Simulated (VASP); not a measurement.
VASP input:

**KPOINTS**
```
Automatic mesh
0
Gamma
9 9 9
0 0 0
```

INCAR:
```
ALGO = Normal
EDIFF = 1E-7
ENCUT = 520
GGA = PS
ISIF = 2
ISMEAR = -5
LASPH = .TRUE.
LCHARG = .TRUE.
LEFG = .TRUE.
LMAXMIX = 6
LORBIT = 11
LREAL = .FALSE.
LWAVE = .FALSE.
NEDOS = 601
NELM = 100
PREC = Accurate
SYSTEM = HfO2
```

File POSCAR:
```
HfO2
1
    0.0000000000     2.5104630632     2.5104630632
    2.5104630632     0.0000000000     2.5104630632
    2.5104630632     2.5104630632     0.0000000000
Hf O
1 2
Direct
  0.0000000000   0.0000000000   0.0000000000
  0.2500000000   0.2500000000   0.2500000000
  0.7500000000   0.7500000000   0.7500000000
```

POTCAR, in this order: Hf_pv O (PBE.64 set). Program: vasp_std.

Question: Write an equivalent input for Quantum ESPRESSO's pw.x.

Answer: One equivalent input (not run):
```
&CONTROL
  calculation = 'scf'
  pseudo_dir = './pseudo'
  outdir = './out'
  tprnfor = .true.
  tstress = .true.
/
&SYSTEM
  ibrav = 0
  nat = 3
  ntyp = 2
  ecutwfc = 84
  occupations = 'tetrahedra'
  input_dft = 'pbesol'
/
&ELECTRONS
  conv_thr = 7.3e-09
  electron_maxstep = 100
/
ATOMIC_SPECIES
  Hf 178.490 Hf.upf
  O 15.999 O.upf
CELL_PARAMETERS angstrom
     0.0000000    2.5104631    2.5104631
     2.5104631    0.0000000    2.5104631
     2.5104631    2.5104631    0.0000000
ATOMIC_POSITIONS crystal
  Hf   0.0000000  0.0000000  0.0000000
  O    0.2500000  0.2500000  0.2500000
  O    0.7500000  0.7500000  0.7500000
K_POINTS automatic
  9 9 9 0 0 0
```
The two are equivalent in intent, not identical: the potentials are each code's own (VASP's PAW set, PseudoDojo norm-conserving files in pw.x), so ENCUT and ecutwfc are chosen apart and not converted; conv_thr bounds pw.x's estimated SCF error, while EDIFF bounds the energy change between steps; the field gradients of LEFG aren't asked of the other code.

The compound is HfO2 in the fluorite structure, the high-temperature cubic form, which is unstable at 0 K; the monoclinic form is the stable one. It was relaxed first.
